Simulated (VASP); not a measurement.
Consider the following.

```
CELL_PARAMETERS angstrom
      1.72093     0.99358     2.94763
     -1.72093     0.99358     2.94763
      0.00000    -1.98716     2.94763
ATOMIC_POSITIONS crystal
  P  0.23301 0.23301 0.23301
  P  0.76699 0.76699 0.76699
```

Level of theory: PBEsol GGA, VASP's PBE PAW potentials (set 64) (plane waves; VASP). Settings: 400 eV cut-off, Gaussian smearing of 0.050 eV, potentials P.

Problem. Give the energies of bands 2 to 8 at the high-symmetry points, in eV from the Fermi level.

Solution. 
```csv
band,Γ,T,H2,L,S0,F
2,-2.83,-11.52,-11.00,-12.26,-11.23,-9.76
3,-2.77,-2.61,-7.82,-3.31,-8.21,-7.24
4,-2.77,-2.61,-7.35,-2.83,-4.81,-5.62
5,-2.60,-0.65,-1.09,-0.92,-4.04,-5.60
6,2.10,-0.65,0.96,-0.13,3.29,0.10
7,3.19,0.30,5.08,0.26,4.05,6.93
8,3.19,2.06,5.19,0.72,4.91,7.69
```

It has no gap at this level: it comes out as a metal or semimetal.

The structure was generated: P was put into the A7 type (R-3m), which need not be its known phase. It was relaxed first, which changed the volume by +15 %.
